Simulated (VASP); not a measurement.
# Ge2Sb2Te5: formation energy of Bi on the Te site, part 5 of 6

Wanted: what Bi on the Te site costs in Ge2Sb2Te5 and how the lattice relaxes round it. The start is a computed cell from the Materials Project.

VASP 6.6.1, plane waves and PAW; the level of theory is named at each step.

So far. Step 6 (Reference Te): The run ended after 14 ionic steps, 0.114 eV below its first step, once forces and stress met EDIFFG = -0.02. Step 6 (Reference Te): Energy at zero smearing: -10.57891 eV.

## Step 7: Relaxing the defect

This step: PBEsol; plane waves and PAW (Bi, Te, Sb, Ge) (VASP 6.6.1).

System of this step: Ge8BiSb8Te19. The cell holds 36 atoms: 1 Bi, 19 Te, 8 Sb and 8 Ge. Its edges and angles: a = 8.489 Å, b = 8.489 Å, c = 16.620 Å, α = 90.0°, β = 90.0°, γ = 120.0°. It derives from Ge2Sb2Te5. Nearest the centre at fractional (0.333, 0.167, 0.421): Bi1 at 0.00 Å, Sb21 at 2.98 Å, Sb24 at 2.98 Å, Sb23 at 2.98 Å, Te5 at 3.59 Å, Te7 at 3.59 Å, Te6 at 3.59 Å, Te3 at 4.24 Å.

The host is treated as a metal, since its gap is under 0.3 eV or closed. The run keeps 6 symmetry operations, which cuts the number of k-points but bars distortions that break them. The atoms relax at the host's fixed cell.

INCAR reads:

```
SYSTEM = Ge8BiSb8Te19
PREC = Normal
ENCUT = 300
EDIFF = 1E-05
NELM = 120
ISMEAR = 1
SIGMA = 0.2
LREAL = Auto
ALGO = Fast
GGA = PS
NBANDS = 120
LORBIT = 11
LWAVE = False
LCHARG = .TRUE.
KPAR = 4
LASPH = .TRUE.
IBRION = 2
NSW = 50
ISIF = 2
EDIFFG = -0.03
POTIM = 0.4
MAXMIX = 40
ISYM = 2
```

POSCAR reads:

```
Ge8BiSb8Te19
1.0
    8.4886855504      0.0000000000      0.0000000000
   -4.2443427752      7.3514173316      0.0000000000
    0.0000000000      0.0000000000     16.6203038487
Bi Te Sb Ge
1 19 8 8
Direct
    0.3333333300      0.1666666700      0.4210052400
    0.3333333300      0.6666666700      0.4210052400
    0.8333333300      0.1666666700      0.4210052400
    0.8333333300      0.6666666700      0.4210052400
    0.1666666700      0.3333333300      0.5789947600
    0.1666666700      0.8333333300      0.5789947600
    0.6666666700      0.3333333300      0.5789947600
    0.6666666700      0.8333333300      0.5789947600
    0.1666666700      0.3333333300      0.1996236600
    0.1666666700      0.8333333300      0.1996236600
    0.6666666700      0.3333333300      0.1996236600
    0.6666666700      0.8333333300      0.1996236600
    0.3333333300      0.1666666700      0.8003763400
    0.3333333300      0.6666666700      0.8003763400
    0.8333333300      0.1666666700      0.8003763400
    0.8333333300      0.6666666700      0.8003763400
    0.0000000000      0.0000000000      0.0000000000
    0.0000000000      0.5000000000      0.0000000000
    0.5000000000      0.0000000000      0.0000000000
    0.5000000000      0.5000000000      0.0000000000
    0.0000000000      0.0000000000      0.3192951100
    0.0000000000      0.5000000000      0.3192951100
    0.5000000000      0.0000000000      0.3192951100
    0.5000000000      0.5000000000      0.3192951100
    0.0000000000      0.0000000000      0.6807048900
    0.0000000000      0.5000000000      0.6807048900
    0.5000000000      0.0000000000      0.6807048900
    0.5000000000      0.5000000000      0.6807048900
    0.3333333300      0.1666666700      0.1017084400
    0.3333333300      0.6666666700      0.1017084400
    0.8333333300      0.1666666700      0.1017084400
    0.8333333300      0.6666666700      0.1017084400
    0.1666666700      0.3333333300      0.8982915600
    0.1666666700      0.8333333300      0.8982915600
    0.6666666700      0.3333333300      0.8982915600
    0.6666666700      0.8333333300      0.8982915600
```

KPOINTS reads:

```
Automatic mesh
0
Gamma
3 3 2
0 0 0
```

Potentials, in the order of the species: Bi, Te, Sb and Ge (PBE family, release 64).

Started as:

```sh
$ mpirun -np 4 vasp_std
```

Output:

```text
[banner, memory and clock lines left out]
running    4 mpi-ranks, on    1 nodes
 distrk:  each k-point on    1 cores,    4 groups
 distr:  one band on    1 cores,    1 groups

 POSCAR found type information on POSCAR BiTeSbGe
 POSCAR found :  4 types and      36 ions
 [... a notice as in an earlier step ...]

 LDA part: xc-table for (Slater+PW92), standard interpolation
 POSCAR, INCAR and KPOINTS ok, starting setup
 FFT: planning ... GRIDC
 FFT: planning ... GRID_SOFT
 FFT: planning ... GRID
 WAVECAR not read
 entering main loop
       N       E                     dE             d eps       ncg     rms          rms(c)
DAV:   1     0.691198765559E+03    0.69120E+03   -0.49392E+04  1440   0.825E+02
DAV:   2    -0.758641127861E+02   -0.76706E+03   -0.73556E+03  1696   0.165E+02
DAV:   3    -0.148853829652E+03   -0.72990E+02   -0.70815E+02  1720   0.510E+01
DAV:   4    -0.151366151429E+03   -0.25123E+01   -0.24773E+01  1840   0.101E+01
DAV:   5    -0.151453936164E+03   -0.87785E-01   -0.87467E-01  1840   0.168E+00    0.245E+01
RMM:   6    -0.150820591292E+03    0.63334E+00   -0.20044E+00  1470   0.165E+00    0.149E+01
RMM:   7    -0.151389117275E+03   -0.56853E+00   -0.21076E+00  1468   0.173E+00    0.560E+00
RMM:   8    -0.150645117984E+03    0.74400E+00   -0.78020E-01  1466   0.116E+00    0.661E-01
RMM:   9    -0.150643551368E+03    0.15666E-02   -0.14403E-01  1527   0.528E-01    0.458E-01
RMM:  10    -0.150641995664E+03    0.15557E-02   -0.17775E-02  1555   0.220E-01    0.307E-01
RMM:  11    -0.150642008073E+03   -0.12408E-04   -0.37062E-03  1489   0.110E-01    0.113E-01
RMM:  12    -0.150641968678E+03    0.39395E-04   -0.15790E-03  1622   0.574E-02    0.615E-02
RMM:  13    -0.150641926120E+03    0.42558E-04   -0.19183E-04  1456   0.266E-02    0.156E-02
RMM:  14    -0.150641929010E+03   -0.28900E-05   -0.51027E-05  1128   0.119E-02
   1 F= -.15064193E+03 E0= -.15063989E+03  d E =-.150642E+03
 curvature:   0.00 expect dE= 0.000E+00 dE for cont linesearch  0.000E+00
 trial: gam= 0.00000 g(F)=  0.535E-01 g(S)=  0.000E+00 ort = 0.000E+00 (trialstep = 0.100E+01)
 search vector abs. value=  0.535E-01
 bond charge predicted
       N       E                     dE             d eps       ncg     rms          rms(c)
DAV:   1    -0.150687020289E+03   -0.45094E-01   -0.74592E-01  1720   0.175E+00    0.433E-01
RMM:   2    -0.150690918798E+03   -0.38985E-02   -0.54376E-02  1441   0.451E-01    0.182E-01
RMM:   3    -0.150691684958E+03   -0.76616E-03   -0.84544E-03  1528   0.177E-01    0.123E-01
RMM:   4    -0.150691783443E+03   -0.98485E-04   -0.12794E-03  1616   0.703E-02    0.684E-02
RMM:   5    -0.150691765187E+03    0.18256E-04   -0.25746E-04  1461   0.352E-02    0.985E-02
RMM:   6    -0.150691771408E+03   -0.62215E-05   -0.80130E-05  1277   0.185E-02
   2 F= -.15069177E+03 E0= -.15069010E+03  d E =-.498424E-01
[... from here on, the cycles between the ionic steps are left out ...]
   3 F= -.15078053E+03 E0= -.15077948E+03  d E =-.138603E+00
   4 F= -.15070074E+03 E0= -.15070000E+03  d E =-.588091E-01
   5 F= -.15079429E+03 E0= -.15079340E+03  d E =-.152361E+00
   6 F= -.15081079E+03 E0= -.15080997E+03  d E =-.164986E-01
   7 F= -.15081799E+03 E0= -.15081730E+03  d E =-.237006E-01
   8 F= -.15081868E+03 E0= -.15081797E+03  d E =-.243947E-01
   9 F= -.15082308E+03 E0= -.15082238E+03  d E =-.439288E-02
  10 F= -.15082425E+03 E0= -.15082355E+03  d E =-.556719E-02
  11 F= -.15082700E+03 E0= -.15082633E+03  d E =-.274496E-02
  12 F= -.15082787E+03 E0= -.15082722E+03  d E =-.361484E-02
  13 F= -.15082789E+03 E0= -.15082728E+03  d E =-.363478E-02
  14 F= -.15082821E+03 E0= -.15082758E+03  d E =-.395818E-02
  15 F= -.15083036E+03 E0= -.15082981E+03  d E =-.215282E-02
  16 F= -.15083048E+03 E0= -.15082994E+03  d E =-.227216E-02
  17 F= -.15083046E+03 E0= -.15082994E+03  d E =-.225120E-02
  18 F= -.15083049E+03 E0= -.15082995E+03  d E =-.227824E-02
  19 F= -.15083197E+03 E0= -.15083147E+03  d E =-.148332E-02
  20 F= -.15083279E+03 E0= -.15083234E+03  d E =-.230355E-02
 curvature:  -3.44 expect dE=-0.140E-02 dE for cont linesearch -0.598E-05
 trial: gam= 0.24477 g(F)=  0.409E-03 g(S)=  0.000E+00 ort = 0.467E-04 (trialstep = 0.270E+01)
 search vector abs. value=  0.507E-03
 bond charge predicted
       N       E                     dE             d eps       ncg     rms          rms(c)
DAV:   1    -0.150833256634E+03   -0.46825E-03   -0.41407E-02  1488   0.438E-01    0.995E-02
RMM:   2    -0.150833476032E+03   -0.21940E-03   -0.28939E-03  1445   0.108E-01    0.510E-02
RMM:   3    -0.150833522141E+03   -0.46109E-04   -0.48854E-04  1527   0.438E-02    0.446E-02
RMM:   4    -0.150833525931E+03   -0.37896E-05   -0.74171E-05  1300   0.183E-02
  21 F= -.15083353E+03 E0= -.15083307E+03  d E =-.734378E-03
 trial-energy change:   -0.000734  1 .order   -0.000648   -0.001132   -0.000163
 step:   2.9805(harm=  3.1491)  dis= 0.00519  next Energy=  -150.833535 (dE=-0.743E-03)
 reached required accuracy - stopping structural energy minimisation
```

The job ended after 11 min (4 MPI ranks of AMD EPYC 7R13 (Zen 3), shared host; peak memory 1.8 GiB).

Parts of OUTCAR (step 7):

```text
   k-points           NKPTS =      6   k-points in BZ     NKDIM =      6   number of bands    NBANDS=    120

   NELECT =     191.0000    total number of electrons

 E-fermi :   6.3362

 k-point     1 :       0.0000    0.0000    0.0000
  band No.  band energies     occupation
    ...
     91       5.4764      2.00000
     92       5.6594      2.00002
     93       5.7195      2.00012
     94       5.8540      2.00341
     95       5.8540      2.00341
     96       6.5737     -0.07047
     97       6.6574     -0.04560
     98       6.6574     -0.04560
     99       6.8272     -0.00283
    100       6.9206     -0.00029
    ...

  Total       -1.2856583     -1.2856583      4.9317316      0.0000000     -0.0000000     -0.0000000
  in kB       -1.9860293     -1.9860293      7.6183257      0.0000000     -0.0000000     -0.0000000
  external PRESSURE =       1.2154224 kB  Pullay stress =       0.0000000 kB

 POSITION                                       TOTAL-FORCE (eV/Angst)
 -----------------------------------------------------------------------------------
      2.12217      1.22524      7.21628        -0.000000     -0.000000     -0.023833
      0.01544      4.90986      7.00012        -0.000555     -0.000321      0.004149
      6.36651      1.20741      7.00012        -0.000000      0.000641      0.004149
      4.22891      4.90986      7.00012         0.000555     -0.000321      0.004149
     -0.00676      2.45437      9.58320        -0.011179      0.006454      0.003523
     -2.12217      6.11838      9.58320        -0.000000     -0.012908      0.003523
      4.25110      2.45437      9.58320         0.011179      0.006454      0.003523
      2.12217      6.12618      9.58959        -0.000000     -0.000000     -0.025787
     -0.00295      2.45218      3.27887         0.001948     -0.001125     -0.003187
     -2.12217      6.12278      3.27887         0.000000      0.002249     -0.003187
      4.24729      2.45218      3.27887        -0.001948     -0.001125     -0.003187
      2.12217      6.12618      3.25135        -0.000000      0.000000     -0.020093
      2.12217      1.22524     13.25922        -0.000000     -0.000000     -0.008636
     -0.00549      4.89777     13.25101         0.001836      0.001060     -0.003091
      6.36651      1.23158     13.25101         0.000000     -0.002120     -0.003091
      4.24984      4.89777     13.25101        -0.001836      0.001060     -0.003091
      4.24023      7.34904     16.56536        -0.003904     -0.002254      0.003962
      6.36651      3.67571     16.57235        -0.000000      0.000000      0.011728
      0.00412      7.34904     16.56536         0.003904     -0.002254      0.003962
      2.12217      3.68046     16.56536        -0.000000      0.004508      0.003962
      0.04600      0.02656      5.38207         0.004740      0.002737      0.008819
      6.36651      3.67571      5.31410        -0.000000     -0.000000     -0.000582
      4.19834      0.02656      5.38207        -0.004740      0.002737      0.008819
      2.12217      3.62259      5.38207         0.000000     -0.005474      0.008819
[...]
-----------------------------------------------------------------------------------
    total drift:                               -0.000319      0.000198     -0.390633

  FREE ENERGIE OF THE ION-ELECTRON SYSTEM (eV)
  ---------------------------------------------------
  free  energy   TOTEN  =      -150.8335259311 eV

  energy  without entropy=     -150.8321689648  energy(sigma->0) =     -150.83307361

[... 7 parts as in an earlier step ...]

[... 10 further parts left out ...]
```

This run has no spin polarisation. Its electron count is odd, so without a moment it is a metal by construction. The data sets Bi and Ge keep the semicore shell frozen, which is cheaper and a little less accurate.

Relaxation path:

| step | energy less that of the first step (eV) | largest force (eV/Å) |
| --- | --- | --- |
| 1 | 0.0000 | 0.6298 |
| 2 | -0.0498 | 0.5327 |
| 3 | -0.1386 | 0.2302 |
| 4 | -0.0588 | 0.9009 |
| 5 | -0.1524 | 0.1961 |
| 6 | -0.1689 | 0.1234 |
| 7 | -0.1761 | 0.1097 |
| 8 | -0.1768 | 0.1088 |
| 9 | -0.1811 | 0.0954 |
| 10 | -0.1823 | 0.0490 |
| 11 | -0.1851 | 0.0639 |
| 12 | -0.1859 | 0.0886 |
| 13 | -0.1860 | 0.0739 |
| 14 | -0.1863 | 0.0755 |
| 15 | -0.1884 | 0.0445 |
| 16 | -0.1886 | 0.0448 |
| 17 | -0.1885 | 0.0445 |
| 18 | -0.1886 | 0.0438 |
| 19 | -0.1900 | 0.0371 |
| 20 | -0.1909 | 0.0350 |
| 21 | -0.1916 | 0.0258 |

The atoms that moved most (Å):

| atom | dx | dy | dz | length |
| --- | --- | --- | --- | --- |
| Bi1 | 0.000 | 0.000 | 0.219 | 0.219 |
| Sb23 | -0.046 | 0.027 | 0.075 | 0.092 |
| Sb24 | 0.000 | -0.053 | 0.075 | 0.092 |
| Sb21 | 0.046 | 0.027 | 0.075 | 0.092 |
| Te12 | 0.000 | 0.000 | -0.066 | 0.066 |
| Ge32 | -0.034 | 0.020 | 0.045 | 0.060 |
| Ge31 | 0.000 | -0.040 | 0.045 | 0.060 |
| Ge30 | 0.034 | 0.020 | 0.045 | 0.060 |

The relaxed structure:

```
Bi Te Sb Ge
1.0
     8.48869    0.00000    0.00000
    -4.24434    7.35142    0.00000
     0.00000    0.00000   16.62030
Bi Te Sb Ge
1 19 8 8
Direct
  0.33333 0.16667 0.43418
  0.33576 0.66788 0.42118
  0.83212 0.16424 0.42118
  0.83212 0.66788 0.42118
  0.16614 0.33386 0.57660
  0.16614 0.83227 0.57660
  0.66773 0.33386 0.57660
  0.66667 0.83333 0.57698
  0.16644 0.33356 0.19728
  0.16644 0.83287 0.19728
  0.66713 0.33356 0.19728
  0.66667 0.83333 0.19563
  0.33333 0.16667 0.79777
  0.33247 0.66624 0.79728
  0.83376 0.16753 0.79728
  0.83376 0.66624 0.79728
  0.99935 0.99968 0.99669
  0.00000 0.50000 0.99712
  0.50032 0.99968 0.99669
  0.50032 0.50065 0.99669
  0.00723 0.00361 0.32382
  0.00000 0.50000 0.31974
  0.49639 0.00361 0.32382
  0.49639 0.49277 0.32382
  0.00108 0.00054 0.68045
  0.00000 0.50000 0.68282
  0.49946 0.00054 0.68045
  0.49946 0.49892 0.68045
  0.33333 0.16667 0.10143
  0.33873 0.66936 0.10439
  0.83064 0.16127 0.10439
  0.83064 0.66936 0.10439
  0.16552 0.33448 0.90067
  0.16552 0.83104 0.90067
  0.66896 0.33448 0.90067
  0.66667 0.83333 0.89925
```

This step gave:

```
electronic cycles                               : 141
electrons                                       : 191
free energy (TOTEN)                             : -150.8335 eV
energy at zero smearing                         : -150.8331 eV
Fermi energy                                    : 6.336 eV
labelled metallic, from the levels on this mesh : yes
```

Valence density in the ac plane at fractional y = 0.167, through the centre, with atoms of Bi and Te and Ge within 0.45 Å of it. It is the smooth field of the valence electrons, not physical close to the nuclei.

Ten even steps from '0' (-0.17 e/Å³) to '9' (0.50 e/Å³), each cell a mean:
```
567653333334567653333334
556543333334456543333334
445444444444445444444444
444456899975444456899975
433459820597433469920597
433458976896433458976896
444445666654444445666654
556543333334556543333334
566643332334566643322334
567653332334567653322334
566543333334566543333334
344444455444444433444433
333346766775433346899975
433357632476433458930697
544456666665444458975897
555554444445555555666655
455543333334555543333334
455543322333455543322333
566543333334566543333334
566554444444566554444444
444446776765444456766765
433346743675433346753675
444445677765444445677765
566554444444566554444444
```
Columns run along a (8.5 Å), rows up along c (16.6 Å). Atoms in or near the plane, at fractional coordinates: Bi at (0.33, 0.43), Te at (0.83, 0.42), Te at (0.33, 0.80), Te at (0.83, 0.80), Ge at (0.33, 0.10), Ge at (0.83, 0.10).

The run ended after 21 ionic steps, 0.192 eV below its first step, once the forces on the free atoms met EDIFFG = -0.03.

The 3 first neighbours (Sb) lie 2.98 Å from the site in the perfect crystal and 3.02 Å on average from the atom on it after the relaxation (+1.4 %).

## Step 8: Formation energies

This step: point defect, PBEsol; plane waves and PAW (VASP 6.6.1).

This step runs nothing: it gathers the runs above.

Numbers from this step:

```yaml
formation_energy_of_the_neutral_defect: 0.2064 eV
```

Formation energy:

| formation energy (eV) | largest move (Å) |
| --- | --- |
| 0.2064 | 0.219 |

E_f is E(defect cell) less E(perfect cell), corrected for the atoms exchanged with their references.

References, in eV an atom: Bi -4.300 (crystal R-3m) and Te -3.526 (crystal P3_121). They were run at the supercell's cutoff and functional, without U, and count both elements from their own phases.

(Part 5 of 6 ends here.)

[Lines on the potential files, build, host, timing and source positions are cut from VASP's logs without a mark.]

[Logs are printed without paths, hosts, clocks, repeated set-up lines and the standing remarks that a program may print on its own settings, such as how far it seeks lower states.]

[Hosts, paths, dates, database ids (printed as entryN), source tags and the programs' standing remarks are cut or masked in the printed files.]

[In band tables of VASP the shares of atoms and orbitals are scaled to a sum of 1 inside the atoms' spheres.]

[Runs that stopped without an error message from VASP are left out.]
